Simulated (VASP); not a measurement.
# MoS2: accuracy against cost in the SCF threshold and SCF solver, part 3 of 3

A convergence test on MoS2: the SCF threshold and SCF solver. The series runs use LDA. The start is a cell from a database of measured crystal structures.

VASP 6.6.1; LDA; plane waves and PAW (Mo_sv, S).

Still holding for the runs below: Spin-orbit coupling is off here; it would split degenerate levels.

So far. Step 13 (SCF solver: ALGO = Damped): Against the first of the series the energy stays within 0.01 meV an atom; the pressure moves by +0.02 GPa, after 30 cycles in 10 s. Step 14 (SCF solver: AMIX = 0.1, BMIX = 0.01): Against the first of the series the energy stays within 0.01 meV an atom; the pressure moves by +0.02 GPa, after 19 cycles in 9.6 s.

The database entry behind the starting cell differs from later determinations by our own check (about 0.3 % long), so it need not match the best structure at ambient conditions.

## (15) SCF solver: AMIX = 0.8

INCAR

```
SYSTEM = MoS2
PREC = Accurate
ENCUT = 400
EDIFF = 1E-06
NELM = 100
ISMEAR = -1
SIGMA = 0.05
LREAL = .FALSE.
ALGO = Normal
GGA = CA
NBANDS = 32
LASPH = .TRUE.
LORBIT = 11
LWAVE = .FALSE.
LCHARG = .FALSE.
KPAR = 4
ISIF = 2
AMIX = 0.8
```

POSCAR

```
MoS2
1.0
    3.1690000000      0.0000000000      0.0000000000
   -1.5845000000      2.7444345046      0.0000000000
    0.0000000000      0.0000000000     12.3240000000
Mo S
2 4
Direct
    0.3333333333      0.6666666667      0.2500000000
    0.6666666667      0.3333333333      0.7500000000
    0.3333333333      0.6666666667      0.6230000000
    0.6666666667      0.3333333333      0.1230000000
    0.3333333333      0.6666666667      0.8770000000
    0.6666666667      0.3333333333      0.3770000000
```

KPOINTS

```
Automatic mesh
0
Gamma
7 7 2
0 0 0
```

The projector-augmented-wave data sets are Mo_sv and S (PBE family, release 64).

On the command line:

```console
$ mpirun -np 4 vasp_std
```

What it wrote:

```text
[... set-up lines as in an earlier step ...]
 entering main loop
       N       E                     dE             d eps       ncg     rms          rms(c)
[... 5 cycles as in an earlier step ...]
DAV:   6    -0.606487287565E+02   -0.84430E+01   -0.91403E+01  1096   0.515E+01    0.259E+01
DAV:   7    -0.602349467614E+02    0.41378E+00   -0.21548E+02  1176   0.849E+01    0.205E+01
DAV:   8    -0.509562888399E+02    0.92787E+01   -0.47576E+01  1088   0.311E+01    0.149E+01
DAV:   9    -0.494710952831E+02    0.14852E+01   -0.62994E+00  1208   0.129E+01    0.600E+00
[...]
DAV:  19    -0.490464206315E+02    0.65625E-05   -0.63270E-05  1312   0.433E-02    0.380E-02
DAV:  20    -0.490464193844E+02    0.12470E-05   -0.81008E-06  1152   0.170E-02    0.209E-02
DAV:  21    -0.490464192780E+02    0.10642E-06   -0.28202E-07   776   0.325E-03
   1 F= -.49046419E+02 E0= -.49046417E+02  d E =-.509381E-05
```

The job ended after 10 s (4 MPI ranks of AMD EPYC 9R45, shared host; peak memory 0.64 GiB).

From OUTCAR (step 15):

```text
  Total       -3.7059792     -3.7059792     -3.3600700      0.0000000      0.0000000      0.0000000
  in kB      -55.3970660    -55.3970660    -50.2264068      0.0000000      0.0000000      0.0000000
  external PRESSURE =     -53.6735130 kB  Pullay stress =       0.0000000 kB

 POSITION                                       TOTAL-FORCE (eV/Angst)
 -----------------------------------------------------------------------------------
     -0.00000      1.82962      3.08100        -0.000000     -0.000000      0.000000
      1.58450      0.91481      9.24300         0.000000      0.000000      0.000000
     -0.00000      1.82962      7.67785        -0.000000      0.000000      0.416902
      1.58450      0.91481      1.51585         0.000000      0.000000      0.416902
     -0.00000      1.82962     10.80815        -0.000000     -0.000000     -0.416902
      1.58450      0.91481      4.64615         0.000000      0.000000     -0.416902
 -----------------------------------------------------------------------------------
    total drift:                               -0.000000      0.000000     -0.000000

  FREE ENERGIE OF THE ION-ELECTRON SYSTEM (eV)
  ---------------------------------------------------
  free  energy   TOTEN  =       -49.0464192780 eV

  energy  without entropy=      -49.0464141842  energy(sigma->0) =      -49.04641673

[... 2 parts as in an earlier step ...]

[... 1 further part left out ...]
[key lines of the parts left out:]
E-fermi :   7.7036
```

Against the first of the series the energy stays within 0.01 meV an atom; the pressure moves by +0.02 GPa, after 21 cycles in 10 s.

## (16) SCF solver: IMIX = 1, AMIX = 0.2

Changes to INCAR since step 15:

```diff
@@ -17,2 +17,3 @@
 ISIF = 2
-AMIX = 0.8
+IMIX = 1
+AMIX = 0.2
```

POSCAR is that of step 15.

KPOINTS is that of step 15.

On the command line:

```console
$ mpirun -np 4 vasp_std
```

What it wrote:

```text
[... set-up lines as in an earlier step ...]
 entering main loop
       N       E                     dE             d eps       ncg     rms          rms(c)
[... 5 cycles as in an earlier step ...]
DAV:   6    -0.497552928431E+02    0.24505E+01   -0.50155E+00  1160   0.124E+01    0.212E+01
DAV:   7    -0.493608246797E+02    0.39447E+00   -0.75159E-01  1360   0.461E+00    0.144E+01
DAV:   8    -0.492072457168E+02    0.15358E+00   -0.12823E-01  1264   0.182E+00    0.107E+01
DAV:   9    -0.491321223253E+02    0.75123E-01   -0.64559E-02  1296   0.117E+00    0.804E+00
[...]
DAV:  29    -0.490464225954E+02    0.22744E-05   -0.57176E-07   632   0.413E-03    0.483E-02
DAV:  30    -0.490464212193E+02    0.13761E-05   -0.34246E-07   632   0.326E-03    0.374E-02
DAV:  31    -0.490464203926E+02    0.82673E-06   -0.26115E-07   632   0.278E-03
   1 F= -.49046420E+02 E0= -.49046418E+02  d E =-.508698E-05
```

Run time: 14 s. Hardware: 4 MPI ranks; peak memory 0.61 GiB.

Parts of OUTCAR (step 16):

```text
  Total       -3.7004045     -3.7004045     -3.3463449      0.0000000      0.0000000      0.0000000
  in kB      -55.3137347    -55.3137347    -50.0212437      0.0000000      0.0000000      0.0000000
  external PRESSURE =     -53.5495710 kB  Pullay stress =       0.0000000 kB

 POSITION                                       TOTAL-FORCE (eV/Angst)
 -----------------------------------------------------------------------------------
     -0.00000      1.82962      3.08100         0.000000     -0.000000      0.000000
      1.58450      0.91481      9.24300        -0.000000      0.000000      0.000000
     -0.00000      1.82962      7.67785         0.000000      0.000000      0.417493
      1.58450      0.91481      1.51585         0.000000     -0.000000      0.417493
     -0.00000      1.82962     10.80815        -0.000000      0.000000     -0.417493
      1.58450      0.91481      4.64615         0.000000      0.000000     -0.417493
 -----------------------------------------------------------------------------------
    total drift:                               -0.000000      0.000000     -0.000000

  FREE ENERGIE OF THE ION-ELECTRON SYSTEM (eV)
  ---------------------------------------------------
  free  energy   TOTEN  =       -49.0464203926 eV

  energy  without entropy=      -49.0464153056  energy(sigma->0) =      -49.04641785

[... 2 parts as in an earlier step ...]

[... 1 further part left out ...]
[key lines of the parts left out:]
E-fermi :   7.7033
```

Against the first of the series the energy stays within 0.01 meV an atom; the pressure moves by +0.03 GPa, after 31 cycles in 14 s.

## (17) The SCF solver series as a table

This step: convergence of LDA results with the solver; plane waves and PAW (VASP 6.6.1).

Derived from the runs above.

Differences are taken from the run with ALGO = Normal. Results of the series, by row:

```tsv
setting	status	energy less the reference (meV/atom)	pressure (GPa)	largest force difference (meV/Å)	gap (eV)	SCF cycles	wall time (s)
ALGO = Normal	converged	0	-5.384	0	0.9343	15	7.6
ALGO = Fast	converged	5.50e-5	-5.367	0.254	0.9343	16	8.8
ALGO = VeryFast	converged	1.55e-4	-5.366	0.174	0.9345	23	11
ALGO = All	converged	1.23e-4	-5.366	1.847	0.9343	24	11.2
ALGO = Damped	converged	7.00e-5	-5.365	0.733	0.935	30	10.4
AMIX = 0.1, BMIX = 0.01	converged	-0.001232	-5.362	0.246	0.9339	19	9.6
AMIX = 0.8	converged	2.33e-5	-5.367	0.248	0.9344	21	10.4
IMIX = 1, AMIX = 0.2	converged	-1.63e-4	-5.355	0.343	0.9345	31	13.8
```

## (18) Outcome

- SCF threshold from which the energy stays within 10 meV/atom of the reference: EDIFF = 0.01
- SCF threshold from which the energy stays within 1 meV/atom of the reference: EDIFF = 0.01
- SCF threshold from which the pressure stays within 0.2 GPa of the reference: EDIFF = 1E-04
- spread of the pressure over the SCF threshold: 0.734 GPa
- spread of the energy over the SCF threshold: 0.0526 meV/atom
- fewest SCF cycles: ALGO = Normal (15)
- most SCF cycles among converged runs: IMIX = 1, AMIX = 0.2 (31)
- spread of the pressure over the SCF solver: 0.0290 GPa
- spread of the energy over the SCF solver: 0.00139 meV/atom

From EDIFF = 0.01 on, the energy stays within 1 meV an atom of the reference, at 61 % of its time. The pressure holds within 0.2 GPa from EDIFF = 1E-04 on. The loosest stop saves 7 of 17 cycles and costs -0.1 meV an atom, -0.72 GPa, 21.5 meV/Å in forces. All SCF solvers that converged agree within 0.05 meV an atom. No setting beats the 7.6 s of ALGO = Normal by a fifth or more; the slowest converged run is IMIX = 1, AMIX = 0.2, at 14 s. On a shared host such times are rough.

[Lines on the potential files, build, host, timing and source positions are cut from VASP's logs without a mark.]

[Logs are printed without paths, hosts, clocks, repeated set-up lines and the standing remarks that a program may print on its own settings, such as how far it seeks lower states.]

[Hosts, paths, dates, database ids (printed as entryN), source tags and the programs' standing remarks are cut or masked in the printed files.]

[A measured line is paired with the nearest computed mode of its activity, which favours agreement.]
